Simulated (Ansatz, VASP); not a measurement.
# InH3 in two plane-wave programs

One calculation is typed for both programs; each brings its own data sets. How far apart do they land? The cell is generated by rule, not measured, and may not be a known phase. The cell is taken from a series of runs on this material, whose earlier steps may have relaxed, scaled, displaced or heated it; both programs get it as it stands.

Program: Ansatz 0.2.0. Level of theory: plane waves, with VASP 6.6.1 beside it; relaxation of cell and atoms at LDA. Results are calculated unless marked as measured.

The structure was built from a prototype and need not be the compound's stable phase.

## 1. The starting structure

The structure is cubic, space group Pm-3m (No. 221). The conventional cell has a = 3.786 Å, b = 3.786 Å, c = 3.786 Å, α = 90.00°, β = 90.00°, γ = 90.00°. Nearest to In lie 6 H at 1.89 Å. H has 2 In at 1.89 Å nearest. Farther neighbours are not listed.

Coordinates:

```xyz
4
Lattice="3.7856 0.0000 0.0000 0.0000 3.7856 0.0000 0.0000 0.0000 3.7856" Properties=species:S:1:pos:R:3 pbc="T T T"
In    0.0000    0.0000    0.0000
H     1.8928    0.0000    0.0000
H     0.0000    1.8928    0.0000
H     0.0000    0.0000    1.8928
```

## 2. VASP: relaxation of cell and atoms, LDA

The relaxed volume is the usual yardstick between codes: in a stiff, nearly cubic crystal its relative difference is about their pressure difference at one cell divided by the bulk modulus.

Lines of VASP's logs that name or quote its potential files are left out, and so is its time.

Contents of INCAR:

```
SYSTEM = InH3
PREC = Accurate
ENCUT = 500
EDIFF = 1E-07
NELM = 120
ISMEAR = 0
SIGMA = 0.1
LREAL = .FALSE.
ALGO = Normal
GGA = CA
NBANDS = 14
LORBIT = 11
LWAVE = .FALSE.
LCHARG = .FALSE.
ISIF = 3
IBRION = 2
NSW = 80
EDIFFG = -0.005
LASPH = .TRUE.
GGA_COMPAT = .FALSE.
NELMIN = 4
```

Contents of POSCAR:

```
InH3
1.0
    3.7856230000      0.0000000000      0.0000000000
    0.0000000000      3.7856230000      0.0000000000
    0.0000000000      0.0000000000      3.7856230000
In H
1 3
Direct
    0.0000000000      0.0000000000      0.0000000000
    0.5000001321      0.0000000000      0.0000000000
    0.0000000000      0.5000001321      0.0000000000
    0.0000000000      0.0000000000      0.5000001321
```

Contents of KPOINTS:

```
Automatic mesh
0
Gamma
10 10 10
0 0 0
```

Potentials, in the order of the species: In_d and H (LDA family, release 64).

Launch:

```
mpirun -np 1 vasp_std
```

Numbers of over 12 decimals in the logs are rounded to 6 here.

The log of the run:

```text
[banner, memory and clock lines left out]
running    1 mpi-ranks, on    1 nodes
 distrk:  each k-point on    1 cores,    1 groups
 distr:  one band on    1 cores,    1 groups

 POSCAR found type information on POSCAR InH
 POSCAR found :  2 types and       4 ions
 LDA part: xc-table for (Slater(with rela. corr.)+CA(PZ))
 , standard interpolation
 POSCAR, INCAR and KPOINTS ok, starting setup
 FFT: planning ... GRIDC
 FFT: planning ... GRID_SOFT
 FFT: planning ... GRID
 WAVECAR not read
 entering main loop
       N       E                     dE             d eps       ncg     rms          rms(c)
DAV:   1     0.927024859135E+02    0.92702E+02   -0.71559E+03  1586   0.117E+03
DAV:   2    -0.659702988272E+01   -0.99300E+02   -0.94357E+02  1700   0.286E+02
DAV:   3    -0.129985208052E+02   -0.64015E+01   -0.63275E+01  1988   0.766E+01
DAV:   4    -0.131824105096E+02   -0.18389E+00   -0.18383E+00  1956   0.147E+01
DAV:   5    -0.131901609335E+02   -0.77504E-02   -0.77502E-02  2264   0.250E+00    0.705E+00
DAV:   6    -0.125664976527E+02    0.62366E+00   -0.41757E-01  2346   0.124E+01    0.343E+00
DAV:   7    -0.124034511484E+02    0.16305E+00   -0.27465E-01  2212   0.568E+00    0.467E-01
DAV:   8    -0.124008866413E+02    0.25645E-02   -0.23129E-02  2050   0.244E+00    0.291E-01
DAV:   9    -0.124012886155E+02   -0.40197E-03   -0.12978E-03  1818   0.246E-01    0.154E-01
DAV:  10    -0.124016137486E+02   -0.32513E-03   -0.22757E-04  1824   0.117E-01    0.719E-02
DAV:  11    -0.124016497763E+02   -0.36028E-04   -0.20129E-05  1874   0.379E-02    0.176E-02
DAV:  12    -0.124016453257E+02    0.44506E-05   -0.55921E-06  2160   0.235E-02    0.533E-03
DAV:  13    -0.124016454618E+02   -0.13609E-06   -0.92096E-07  1936   0.775E-03    0.164E-03
DAV:  14    -0.124016454171E+02    0.44777E-07   -0.68481E-08  1422   0.336E-03
   1 F= -.12401645E+02 E0= -.12399277E+02  d E =-.124016E+02
 curvature:   0.00 expect dE= 0.000E+00 dE for cont linesearch  0.000E+00
 trial: gam= 0.00000 g(F)=  0.000E+00 g(S)=  0.971E-04 ort = 0.000E+00 (trialstep = 0.100E+01)
 search vector abs. value=  0.971E-04
 bond charge predicted
       N       E                     dE             d eps       ncg     rms          rms(c)
DAV:   1    -0.124022659264E+02   -0.62046E-03   -0.12913E-02  2042   0.233E+00    0.151E-01
DAV:   2    -0.124017846160E+02    0.48131E-03   -0.95540E-04  2000   0.718E-01    0.547E-02
DAV:   3    -0.124017146584E+02    0.69958E-04   -0.20541E-04  2084   0.310E-01    0.350E-02
DAV:   4    -0.124017146260E+02    0.32398E-07   -0.85455E-06  1676   0.275E-02    0.307E-02
DAV:   5    -0.124017118503E+02    0.27757E-05   -0.20127E-06  1712   0.129E-02    0.119E-02
DAV:   6    -0.124017115862E+02    0.26409E-06   -0.28335E-07  2214   0.529E-03    0.412E-03
DAV:   7    -0.124017115588E+02    0.27481E-07   -0.31515E-08   916   0.271E-03
   2 F= -.12401712E+02 E0= -.12399346E+02  d E =-.661417E-04
 trial-energy change:   -0.000066  1 .order   -0.000066   -0.000097   -0.000034
 step:   1.5152(harm=  1.5474)  dis= 0.00000  next Energy=   -12.401720 (dE=-0.750E-04)
 reached required accuracy - stopping structural energy minimisation
```

Parts of OUTCAR (step 2):

```text
ion  position               nearest neighbor table
   1  0.000  0.000  0.000-   2 1.89   3 1.89   4 1.89   2 1.89   3 1.89   4 1.89
   2  0.500  0.000  0.000-   1 1.89   1 1.89
   3  0.000  0.500  0.000-   1 1.89   1 1.89
   4  0.000  0.000  0.500-   1 1.89   1 1.89

  LATTYP: Found a simple cubic cell.
 ALAT       =     3.7856230000

 Subroutine GETGRP returns: Found 48 space group operations
 (whereof 48 operations were pure point group operations)

The static configuration has the point symmetry O_h .

 Found     56 irreducible k-points:

   k-points           NKPTS =     56   k-points in BZ     NKDIM =     56   number of bands    NBANDS=     14

   dimension x,y,z NGX =    28 NGY =   28 NGZ =   28
   dimension x,y,z NGXF=    56 NGYF=   56 NGZF=   56

   ENCUT  =  500.0 eV  36.75 Ry    6.06 a.u.   6.90  6.90  6.90*2*pi/ulx,y,z

   NELECT =      16.0000    total number of electrons

 k-points in reciprocal lattice and weights: Automatic mesh
   0.00000000  0.00000000  0.00000000       0.001
   0.10000000  0.00000000  0.00000000       0.006
   0.20000000  0.00000000  0.00000000       0.006
   0.30000000  0.00000000  0.00000000       0.006
   0.40000000  0.00000000  0.00000000       0.006
   0.50000000  0.00000000  0.00000000       0.003
   0.10000000  0.10000000  0.00000000       0.012
   0.20000000  0.10000000  0.00000000       0.024
   0.30000000  0.10000000  0.00000000       0.024
[...]
0.50000000  0.50000000  0.40000000       0.006
   0.50000000  0.50000000  0.50000000       0.001

 average (electrostatic) potential at core
       1 -98.7167       2 -34.3125       3 -34.3125       4 -34.3125

 E-fermi :   1.4921

 k-point     1 :       0.0000    0.0000    0.0000
  band No.  band energies     occupation
    ...
      2     -12.9619      2.00000
      3     -12.4406      2.00000
      4     -12.4406      2.00000
      5     -12.4406      2.00000
      6      -7.5316      2.00000
      7       1.8026      0.00001
      8       1.8026      0.00001
      9       5.2582      0.00000
     10       5.2582      0.00000
     11       5.2582      0.00000
    ...

 k-point     2 :       0.1000    0.0000    0.0000
  band No.  band energies     occupation
    ...
      3     -12.4442      2.00000
      4     -12.4442      2.00000
      5     -12.4403      2.00000
      6      -7.4439      2.00000
      7       1.1031      2.00000
      8       1.8268      0.00000
      9       5.3454      0.00000
     10       5.3454      0.00000
     11       5.6418      0.00000
     12       8.9985      0.00000
    ...

 k-point     3 :       0.2000    0.0000    0.0000
  band No.  band energies     occupation
    ...
      3     -12.4535      2.00000
      4     -12.4535      2.00000
      5     -12.4397      2.00000
      6      -7.1817      2.00000
      7      -0.2671      2.00000
      8       1.8914      0.00000
      9       5.5916      0.00000
     10       5.5916      0.00000
     11       6.2011      0.00000
     12      10.2305      0.00000
    ...

  Total        0.0183241      0.0183241      0.0183241     -0.0000000      0.0000000     -0.0000000
  in kB        0.5401418      0.5401418      0.5401418     -0.0000000      0.0000000     -0.0000000
  external PRESSURE =       0.5401418 kB  Pullay stress =       0.0000000 kB

  energy-cutoff  :      500.00
  volume of cell :       54.35
      direct lattice vectors                 reciprocal lattice vectors
     3.787987963  0.000000000 -0.000000000     0.263992391 -0.000000000 -0.000000000
     0.000000000  3.787987963  0.000000000    -0.000000000  0.263992391 -0.000000000
     0.000000000  0.000000000  3.787987963     0.000000000 -0.000000000  0.263992391

 POSITION                                       TOTAL-FORCE (eV/Angst)
 -----------------------------------------------------------------------------------
      0.00000      0.00000      0.00000         0.000000      0.000000      0.000000
      1.89399      0.00000     -0.00000        -0.000000     -0.000000      0.000000
      0.00000      1.89399      0.00000        -0.000000     -0.000000      0.000000
      0.00000      0.00000      1.89399        -0.000000     -0.000000      0.000000
 -----------------------------------------------------------------------------------
    total drift:                                0.000027      0.000027      0.000027

  FREE ENERGIE OF THE ION-ELECTRON SYSTEM (eV)
  ---------------------------------------------------
  free  energy   TOTEN  =       -12.4017115588 eV

  energy  without entropy=      -12.3969805714  energy(sigma->0) =      -12.39934607

 reached required accuracy - stopping structural energy minimisation

 total charge
# of ion       s       p       d       tot
------------------------------------------
    1        0.836   0.802   9.914  11.553
    2        0.513   0.008   0.000   0.521
    3        0.513   0.008   0.000   0.521
    4        0.513   0.008   0.000   0.521
--------------------------------------------------
tot          2.374   0.828   9.914  13.116

[... 3 further parts left out ...]
```

CONTCAR:

```
InH3
   1.00000000000000
     3.7879879633763891    0.0000000000000000   -0.0000000000000000
     0.0000000000000000    3.7879879633763891    0.0000000000000000
     0.0000000000000000    0.0000000000000000    3.7879879633763891
  In              H
     1     3
Direct
     0.0000000000000000    0.0000000000000000    0.0000000000000000
     0.5000001320999985    0.0000000000000000    0.0000000000000000
     0.0000000000000000    0.5000001320999985    0.0000000000000000
     0.0000000000000000    0.0000000000000000    0.5000001320999985
```

## 3. Ansatz: relaxation of cell and atoms, LDA

Ansatz runs on norm-conserving files, of PseudoDojo where its log says so.

The same cell, functional (in two slightly different forms), mesh and smearing now go to Ansatz.

Contents of input.yaml:

```yaml
crystal:
  lattice:
    - [3.7856232559, 0.0, 0.0]
    - [0.0, 3.7856232559, 0.0]
    - [0.0, 0.0, 3.7856232559]
  atoms:
    - { symbol: In, position: [0.0, 0.0, 0.0] }
    - { symbol: H, position: [0.5, 0.0, 0.0] }
    - { symbol: H, position: [0.0, 0.5, 0.0] }
    - { symbol: H, position: [0.0, 0.0, 0.5] }
kpoints:
  mp_grid: { grid: [10, 10, 10] }
hamiltonian:
  xc: lda
  pseudopotentials: { kind: nc, accuracy: standard }
scf:
  occupations: { method: gaussian, width: 0.1 }
output:
  forces: true
  stress: true
  eigenvalues: true
basis:
  ecutwfc: 843.553
relax:
  adjacent_minimum: "off"
  f_tol: 0.003
  max_steps: 80
  cell: { stress_tol: 0.03 }
```

Launch:

```
ansatz run input.yaml --threads 4 --pin off --max-ram 8192MiB --backend cpu --events-out ev --progress --plain --runs-dir out
```

The log of the run:

```text
Warning: basis.ecutwfc = 843.553 eV is below the records' recommended 1006.821291 eV, and the density's cutoff is lower with it unless basis.ecutrho_ratio is high enough to keep the records' density cutoff: compare with a run at a higher cutoff
Engine: ansatz 0.2.0, aarch64-unknown-linux-gnu
Pseudopotentials: kind: nc
Pseudopotential: In, nc, valence charge 13, recommended cutoff 952.398519 eV (normal), In.nc.azcp (PseudoDojo's, or run here from an input of PseudoDojo's; its table is named by hamiltonian.pseudopotentials.accuracy)
Pseudopotential: H, nc, valence charge 1, recommended cutoff 1006.821291 eV (normal), H.nc.azcp (PseudoDojo's, or run here from an input of PseudoDojo's; its table is named by hamiltonian.pseudopotentials.accuracy)
Functional definition: SPW92
  exchange = slater_x
  correlation = pw_c
Crystal: 4 atoms, lattice volume = 54.252 Å³
Basis set: ecut = 843.553 eV, 2969 PW (Γ)
Bands: 12, of which v1, the nominal top of the filled ones, is band 8 counted from 1 (7 counted from 0)
Symmetry: 48 space group operations
Space group: Pm-3m (ITA 221), of the structure as read, at distance tolerance 3.8e-5 Å
k-points: 56 of 1000
Non-local potential: In, projectors of the file, l = 0: 2, l = 1: 2, l = 2: 2
Non-local potential: H, projectors of the file, l = 0: 2, l = 1: 1
Initial density: superposition of atomic densities (chi_scale 0.1, normalization cell, long waves kept (reshape's long-wave potential 0.00 eV rms))
Initial wavefunctions: pseudopotential atomic-orbital guess
Functional: x = slater, c = lda
SCF iter   1: F=—  HF=-1848.985271 eV  |F-HF|=—  |Δ(HF+E_count)|=         —  Δρ=6.23e-2  dr2=1.98e0  ethr=3.10e-3  ⟨swp⟩=5.6  Hψ=4099  notcnv=0
preconditioner: auto → none  [insulator: Δε(μ)=0.193 eV  Ē_g=15.406 eV  σ=0.100 eV  W_gap=0.76  n_scr=6 (ndim 8)  ℏωp=20.2 eV  f_vac=0.027  D(μ)=0.15/eV (n_scr^D=0)  ε∞_Penn≈2.7]
SCF iter   2: F=—  HF=-1848.306304 eV  |F-HF|=—  |Δ(HF+E_count)|=   6.79e-1  Δρ=1.63e-2  dr2=1.36e-1  ethr=3.10e-3  ⟨swp⟩=3.6  Hψ=1874  notcnv=0
preconditioner: auto → LDOS  [metal: Δε(μ)=0.083 eV  Ē_g=16.000 eV  σ=0.100 eV  W_gap=0.43  n_scr=6 (ndim 8)  ℏωp=20.2 eV  f_vac=0.081  D(μ)=1.04/eV (n_scr^D=6)  β→1.0]
SCF iter   3: F=—  HF=-1848.264167 eV  |F-HF|=—  |Δ(HF+E_count)|=   4.21e-2  Δρ=2.80e-3  dr2=4.37e-3  ethr=8.51e-4  ⟨swp⟩=2.1  Hψ=1061  notcnv=0  defer=1
SCF iter   4: F=—  HF=-1848.262465 eV  |F-HF|=—  |Δ(HF+E_count)|=   1.70e-3  Δρ=5.01e-4  dr2=1.02e-4  ethr=2.73e-5  ⟨swp⟩=2.9  Hψ=1129  notcnv=0  defer=1
SCF iter   5: F=—  HF=-1848.262433 eV  |F-HF|=—  |Δ(HF+E_count)|=   3.22e-5  Δρ=5.37e-5  dr2=6.18e-7  ethr=6.38e-7  ⟨swp⟩=2.8  Hψ=1125  notcnv=0  defer=1
SCF iter   6: F=—  HF=-1848.262429 eV  |F-HF|=—  |Δ(HF+E_count)|=   3.58e-6  Δρ=7.18e-6  dr2=1.90e-8  ethr=6.25e-10  ⟨swp⟩=11.4  Hψ=4820  notcnv=0
SCF iter   7: F=-1848.262429 eV  HF=-1848.262429 eV  |F-HF|=4.76e-10  |Δ(HF+E_count)|=   7.11e-9  Δρ=1.22e-6  dr2=5.87e-10  ethr=1.18e-10  ⟨swp⟩=3.2  Hψ=2564  notcnv=0
SCF 1 converged in 7 iterations: F = -1848.262429 eV  dr2 = 5.87e-10
relax step   1: F+E_penalty+E_count = -1848.26242941 eV  Δ(F+E_penalty+E_count) = +0.000e0 eV  max|allowed force component| = 6.297e-31 eV/Å  Δτ_max = 0.0000 Å  P = +0.119 GPa  Ω = 54.252 Å³  (7 SCF iters, dr2 threshold 1.00e-7 eV, accepted)
[...]
relax step   2: F+E_penalty+E_count = -1848.26181836 eV  Δ(F+E_penalty+E_count) = +6.110e-4 eV  max|allowed force component| = 2.131e-31 eV/Å  Δτ_max = 0.0000 Å  P = -0.059 GPa  Ω = 54.419 Å³  energy of the carried Pulay correction = -6.421e-4 eV  (4 SCF iters, dr2 threshold 3.56e-8 eV, accepted)
[...]
relax step   3: F+E_penalty+E_count = -1848.26204242 eV  Δ(F+E_penalty+E_count) = -2.241e-4 eV  max|allowed force component| = 5.947e-31 eV/Å  Δτ_max = 0.0000 Å  P = -0.000 GPa  Ω = 54.363 Å³  energy of the carried Pulay correction = -4.284e-4 eV  (3 SCF iters, dr2 threshold 8.82e-9 eV, accepted)
[...]
relax step   4: F+E_penalty+E_count = -1848.26239927 eV  Δ(F+E_penalty+E_count) = -3.569e-4 eV  max|allowed force component| = 1.311e-30 eV/Å  Δτ_max = 0.0000 Å  P = +0.017 GPa  Ω = 54.363 Å³  stress off target by 1.74e-2 GPa  SCF on the basis re-selected at this cell (its energy is not comparable with the rows above)  (4 SCF iters)
basis re-selected at this cell: Δ(F+E_penalty+E_count) = -3.569e-4 eV, ΔP = +0.018 GPa vs the last step (what re-selecting the basis moved, of the pressure what is left beyond the Pulay correction that the steps carried, after the strain that the cell walked since its last selection, with what the two solves' SCF thresholds leave and, on support functions, any second-order correction that the steps lacked; it is no m [...]
SCF converged after 4 iterations
Free energy (F): -1848.262399 eV
Harris-Foulkes:  -1848.262399 eV  (|F-HF|=2.27e-13)
Internal energy: -1848.257859 eV  (E = F + TS)
E sigma→0 (E₀):  -1848.260129 eV
Entropy (-TS):   -0.004540 eV (-1.135 meV/atom)
Fermi energy:    3.025872 eV
--- Per-component energies (eV) ---
  E_band       = -117.681348
  E_kinetic    = 1177.972866
  E_local      = -1672.877667  (includes V_loc(G=0)·N_el)
  E_nonlocal   = -409.131047
  E_hartree    = 567.929057
  E_xc         = -563.772381
  E_vxc        = -349.503644  (∫ρ·V_xc dr)
  E_ewald      = -948.378688
  E_smearing   = -0.004540  (= −TS)
  E_closure    = -0.000000  (closes the sum)
  Σ components = -1848.262399   (vs F -1848.262399, Δ=0.00e0)
--- Forces (eV/Å), atoms counted from 1 ---
  atom   1  In     0.00000000     0.00000000     0.00000000
  atom   2  H     -0.00000000    -0.00000000    -0.00000000
  atom   3  H      0.00000000    -0.00000000    -0.00000000
  atom   4  H     -0.00000000    -0.00000000     0.00000000
  max |Σ_I F_I| component: 1.32e-30 eV/Å
--- Stress (GPa, compression-positive) ---
        0.017384      -0.000000       0.000000
       -0.000000       0.017384       0.000000
        0.000000       0.000000       0.017384
  P = ⅓ Tr σ = 0.0174 GPa (0.174 kbar)
--- Band table (eV; the first three rows and the last of 56) ---
  k-point 0: bands = [... 4 lower, -10.9312, -5.9989, 3.3432, 3.3432, 6.8039, 6.8039, 6.8039, 10.0454]
  k-point 1: bands = [... 4 lower, -10.9312, -5.9113, 2.6442, 3.3668, 6.8907, 6.8907, 7.1868, 10.5352]
  k-point 2: bands = [... 4 lower, -10.9305, -5.6495, 1.2751, 3.4315, 7.1356, 7.1356, 7.7490, 11.7713]
  k-point 55: bands = [... 4 lower, -11.0099, -0.8122, -0.8122, -0.8122, 0.6709, 8.3793, 8.3793, 8.3793]
--- Relaxed structure (3 steps of the walk, 3 accepted, 1 SCFs on fresh bases) ---
  F+E_penalty+E_count = -1848.26239927 eV   max|allowed force component| = 1.311e-30 eV/Å   (the final SCF, on the basis selected at the relaxed cell)
  cell:  # Å, volume = 54.3630 Å³
    - [3.788214, 0, 0]
    - [0, 3.788214, 0.0]
    - [0, 0.0, 3.788214]
  atoms:
    - { symbol: In, position: [0, 0, 0] }
    - { symbol: H, position: [0.500000, 0, 0] }
    - { symbol: H, position: [0, 0.500000, 0] }
    - { symbol: H, position: [0, 0, 0.500000] }
```

In the SCF lines HF is the Harris–Foulkes energy and dr2 the Hartree energy of the density residual, in eV; the loop may stop once dr2 is under the threshold and the program's other checks hold. Hψ counts applications of the Hamiltonian.

## 4. Side by side

Known differences besides the potentials themselves: the two LDA forms differ slightly; the cutoff is 843.553 eV in Ansatz and 500 eV in VASP; VASP's log shows a relativistic correction to its local exchange, Ansatz's none; Ansatz adds a Pulay correction to the stress that steers its cell, VASP none; Ansatz's log warns that its cutoff lies below the recommended one. Total energies have different zeros and are not compared.

Compared:

```
                                         quantity  Ansatz   VASP  difference
                                      volume (Å³)   54.36  54.35     +0.02 %
edge a after relaxation, in the typed setting (Å)   3.788  3.788     +0.01 %
```

## 5. What came out

```yaml
difference_in_volume_relaxation_of_cell_and_atoms_lda: 0.018 %
```

The difference in volume is 0.018 % (relaxation of cell and atoms, LDA), within the 1.2 % picked in this series as the mark of a large difference, as far as the stopping tolerances let one tell. How closely two codes agree says nothing of how well the functional describes the real material.

[Lines on the potential files, build, host, timing and source positions are cut from VASP's logs without a mark.]

[Logs are printed without paths, hosts, clocks, repeated set-up lines and the standing remarks that a program may print on its own settings, such as how far it seeks lower states.]

[Hosts, paths, dates, database ids (printed as entryN), source tags and the programs' standing remarks are cut or masked in the printed files.]
